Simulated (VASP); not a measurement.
# TiOs3 (Pm-3m) in VASP: equation of state, part 2 of 2

VASP 6.6.1. The steps go on from the part before.

## Step 7: Equation of state, PBE, 15.57 Å³/atom (volume scaled by 1.06)

The input, INCAR:

```
SYSTEM = TiOs3
PREC = Accurate ; ENCUT = 520
EDIFF = 1E-7 ; ISMEAR = -1
SIGMA = 0.05 ; LREAL = .False.
LASPH = .True. ; NELM = 60
ALGO = Normal ; ISIF = 2
LWAVE = .False. ; LCHARG = .False.
GGA = PE ; NBANDS = 26
```

The input, KPOINTS:

```
Automatic mesh
0
Gamma
  7 7 7
  0 0 0
```

The input, POSCAR:

```
TiOs3
1.0
    3.9639834366      0.0000000000      0.0000000000
    0.0000000000      3.9639834366      0.0000000000
    0.0000000000      0.0000000000      3.9639834366
Os Ti
3 1
Direct
    0.0000000000      0.5000000000      0.5000000000
    0.5000000000      0.0000000000      0.5000000000
    0.5000000000      0.5000000000      0.0000000000
    0.0000000000      0.0000000000      0.0000000000
```

Potentials or basis: VASP PAW PBE potentials, release 64 (Os, Ti_sv).

Command:

```sh
cat potpaw_PBE.64/Os/POTCAR potpaw_PBE.64/Ti_sv/POTCAR > POTCAR
mpirun -np 1 vasp_std > vasp.out
```

OUTCAR:

```text
SYSTEM = TiOs3
   PREC = Accurate
   ENCUT = 520
   EDIFF = 1E-7
   ISMEAR = -1
   LREAL = .False.
   LASPH = .True.
   NELM = 60
   ISIF = 2
   GGA = PE

 Found     20 irreducible k-points:

 Following reciprocal coordinates:
            Coordinates               Weight
  0.000000  0.000000  0.000000      1.000000
  0.142857  0.000000  0.000000      6.000000
  0.285714  0.000000  0.000000      6.000000
  0.428571  0.000000  0.000000      6.000000
  0.142857  0.142857  0.000000     12.000000
  0.285714  0.142857  0.000000     24.000000
   k-points           NKPTS =     20   k-points in BZ     NKDIM =     20   number of bands    NBANDS=     26
   number of dos      NEDOS =    301   number of ions     NIONS =      4
   total plane-waves  NPLWV =  27000
   dimension x,y,z NGX =    30 NGY =   30 NGZ =   30
   dimension x,y,z NGXF=    60 NGYF=   60 NGZF=   60
   ions per type =               3   1
   NGX,Y,Z   is equivalent  to a cutoff of  12.58, 12.58, 12.58 a.u.
   NGXF,Y,Z  is equivalent  to a cutoff of  25.16, 25.16, 25.16 a.u.
 SYSTEM =  TiOs3
   PREC   = accura    normal or accurate (medium, high low for compatibility)
   ISTART =      0    job   : 0-new  1-cont  2-samecut
   ICHARG =      2    charge: 1-file 2-atom 10-const
   ISPIN  =      1    spin polarized calculation?
   LNONCOLLINEAR =      F non collinear calculations
   LSORBIT =      F    spin-orbit coupling
   LASPH  =      T    aspherical Exc in radial PAW
   ENCUT  =  520.0 eV  38.22 Ry    6.18 a.u.   7.37  7.37  7.37*2*pi/ulx,y,z
   NELM   =     60;   NELMIN=  2; NELMDL= -5     # of ELM steps
   EDIFF  = 0.1E-06   stopping-criterion for ELM
   LREAL  =      F    real-space projection
   EDIFFG = 0.1E-05   stopping-criterion for IOM
   NSW    =      0    number of steps for IOM
   IBRION =     -1    ionic relax: 0-MD 1-quasi-New 2-CG
   NFREE  =      0    steps in history (QN), initial steepest desc. (CG)
   ISIF   =      2    stress and relaxation
   ISYM   =      2    0-nonsym 1-usesym 2-fastsym
   POTIM  = 0.5000    time-step for ionic-motion
   TEBEG  =    0.0;   TEEND  =   0.0 temperature during run
   PSTRESS=    0.0 pullay stress
   NELECT =      36.0000    total number of electrons
   NUPDOWN=      -1.0000    fix difference up-down
   EMIN   =  10.00;   EMAX   =-10.00  energy-range for DOS
   EFERMI =   0.00;   METHOD = LEGACY
   ISMEAR =    -1;   SIGMA  =   0.05  broadening in eV -4-tet -1-fermi 0-gaus
   EFERMI_NEDOS =   21; number of points for ismear=-14 and -15
   IALGO  =     38    algorithm
   IMIX   =      4    mixing-type and parameters
     AMIX     =   0.40;   BMIX     =  1.00
     AMIX_MAG =   1.60;   BMIX_MAG =  1.00
  volume/ion in A,a.u.               =      15.57       105.08
  Fermi-wavevector in a.u.,A,eV,Ry     =   1.363674  2.576970 25.301479  1.859606
  Thomas-Fermi vector in A             =   2.490056
   LORBIT       =      0    0 simple, 1 ext, 2 COOP (PROOUT), +10 PAW based schemes
   GGA     = PE    functional components
   LHFCALC =     F    Hartree Fock is set to
   AEXX    =    0.0000 exact exchange contribution
   IVDW    =     0    specifies the selected vdW correction
   LEPSILON=     F    determine dielectric tensor
   LRPA    =     F    only Hartree local field effects (RPA)
 non-spin polarized calculation
  energy-cutoff  :      520.00
  volume of cell :       62.29
 maximum number of plane-waves:      1743
 NGX is ok and might be reduce to    30
   NGX = 15   NGY = 15   NGZ = 15

 number of electron      36.0000000 magnetization

 Free energy of the ion-electron system (eV)
  ---------------------------------------------------
  ext. energy  EPLUGINS =         0.00000000
  ---------------------------------------------------
  free energy    TOTEN  =       -41.92215376 eV

  energy without entropy =      -41.87071746  energy(sigma->0) =      -41.89643561

 E-fermi :   7.8806     XC(G=0): -13.0881

 val. band max:        7.8434403217   @ k =   0.2857   0.2857   0.1429
 cond. band min:       7.8824943181   @ k =   0.4286   0.4286   0.4286
 fundamental gap:      0.0390539964
 Fermi energy:         7.8805771209

 k-point     1 :       0.0000    0.0000    0.0000
  band No.  band energies     occupation
      1     -48.7018      2.00000
      2     -24.9428      2.00000
      3     -24.9428      2.00000
      4     -24.9428      2.00000
      5      -0.9553      2.00000
      6       2.0182      2.00000
[... 18 lines left out ...]
     25      11.2069      0.00000
     26      11.7852      0.00000

 k-point     2 :       0.1429    0.0000    0.0000
  band No.  band energies     occupation
      1     -48.7015      2.00000
      2     -24.9477      2.00000
      3     -24.9437      2.00000
      4     -24.9437      2.00000
      5      -0.6841      2.00000
      6       2.2011      2.00000
[... 108 lines left out ...]
 k-point     6 :       0.2857    0.1429    0.0000
  band No.  band energies     occupation
      1     -48.7005      2.00000
      2     -24.9588      2.00000
      3     -24.9486      2.00000
      4     -24.9466      2.00000
      5       0.3109      2.00000
      6       2.8217      2.00000
[... 18 lines left out ...]
     25      11.2832      0.00000
     26      11.4090      0.00000

 [... further k-points ...]
[... 5 lines left out ...]
  --------------------------------------------------------------------------------------
  -------------------------------------------------------------------------------------
  Total       -6.5156781     -6.5156781     -6.5156781      0.0000000      0.0000000     -0.0000000
  in kB     -167.6002690   -167.6002690   -167.6002690      0.0000000      0.0000000     -0.0000000
  external PRESSURE =    -167.6002690 kB  Pullay stress =       0.0000000 kB

 VOLUME and BASIS-vectors are now :
 -----------------------------------------------------------------------------
  energy-cutoff  :      520.00
  volume of cell :       62.29
      direct lattice vectors                 reciprocal lattice vectors
     3.963983437  0.000000000  0.000000000     0.252271488  0.000000000  0.000000000
     0.000000000  3.963983437  0.000000000     0.000000000  0.252271488  0.000000000
     0.000000000  0.000000000  3.963983437     0.000000000  0.000000000  0.252271488

 POSITION                                       TOTAL-FORCE (eV/Angst)
 -----------------------------------------------------------------------------------
      0.00000      1.98199      1.98199         0.000000      0.000000      0.000000
      1.98199      0.00000      1.98199         0.000000      0.000000      0.000000
      1.98199      1.98199      0.00000         0.000000      0.000000      0.000000
      0.00000      0.00000      0.00000         0.000000      0.000000      0.000000
 -----------------------------------------------------------------------------------
    total drift:                                0.000000      0.000000     -0.000000

  FREE ENERGIE OF THE ION-ELECTRON SYSTEM (eV)
  ---------------------------------------------------
  free  energy   TOTEN  =       -41.9221537581 eV

  energy  without entropy=      -41.8707174627  energy(sigma->0) =      -41.89643561
```

OSZICAR:

```text
N       E                     dE             d eps       ncg     rms          rms(c)
DAV:   1     0.338864269645E+03    0.33886E+03   -0.16862E+04  1040   0.146E+03
DAV:   2    -0.102047802767E+02   -0.34907E+03   -0.33366E+03  1056   0.469E+02
DAV:   3    -0.434162067561E+02   -0.33211E+02   -0.30982E+02  1494   0.125E+02
DAV:   4    -0.453000264621E+02   -0.18838E+01   -0.18442E+01  1310   0.300E+01
DAV:   5    -0.453589840298E+02   -0.58958E-01   -0.58828E-01  1490   0.469E+00    0.225E+01
DAV:   6    -0.425920333801E+02    0.27670E+01   -0.77135E+00  1362   0.237E+01    0.102E+01
DAV:   7    -0.427531846992E+02   -0.16115E+00   -0.78778E+00  1578   0.195E+01    0.586E+00
DAV:   8    -0.419286974128E+02    0.82449E+00   -0.21022E+00  1454   0.118E+01    0.991E-01
DAV:   9    -0.419244322447E+02    0.42652E-02   -0.83454E-02  1458   0.184E+00    0.743E-01
DAV:  10    -0.419228085951E+02    0.16236E-02   -0.34675E-02  1414   0.169E+00    0.207E-01
DAV:  11    -0.419223773737E+02    0.43122E-03   -0.58657E-03  1410   0.681E-01    0.133E-01
DAV:  12    -0.419221537933E+02    0.22358E-03   -0.94516E-04  1466   0.232E-01    0.161E-02
DAV:  13    -0.419221568757E+02   -0.30824E-05   -0.28316E-05  1316   0.466E-02    0.150E-02
DAV:  14    -0.419221539960E+02    0.28798E-05   -0.12207E-05  1468   0.288E-02    0.469E-03
DAV:  15    -0.419221537861E+02    0.20985E-06   -0.11428E-06  1178   0.106E-02    0.136E-03
DAV:  16    -0.419221537581E+02    0.27978E-07   -0.35182E-08   636   0.162E-03
   1 F= -.41922154E+02 E0= -.41896436E+02  d E =-.514363E-01
```

stdout:

```text
POSCAR found type information on POSCAR OsTi
 POSCAR found :  2 types and       4 ions
 scaLAPACK will be used
 LDA part: xc-table for (Slater+PW92), standard interpolation
 POSCAR, INCAR and KPOINTS ok, starting setup
 FFT: planning ... GRIDC
 FFT: planning ... GRID_SOFT
 FFT: planning ... GRID
 WAVECAR not read
 entering main loop
```

Run time: 22 s. Hardware: 1 thread of Intel Xeon 6975P-C (Granite Rapids), shared host; peak memory 0.18 GiB.

What came out:

```yaml
Free_energy: -41.9222 eV
Pressure: -16.8 GPa
Band_gap_on_the_k_mesh: none (metal or under the smearing width)
```

## Step 8: Equation of state, PBE

Potentials or basis: VASP PAW PBE potentials, release 64 (Os, Ti_sv).

No new run: the results of the series are fitted here.

What came out:

```yaml
Equilibrium_volume: 14.63 Å³/atom
Bulk_modulus: 309 GPa
Pressure_derivative_of_the_bulk_modulus: 4.7
```

Energy against volume, from the lowest point:
```csv
volume (Å³/atom),energy (meV/atom)
13.809,49.45
14.103,19.49
14.396,3.50
14.690,0.00
14.984,7.62
15.278,25.16
15.572,51.59
```

The run has no spin-orbit coupling, so splittings on Os are missing.
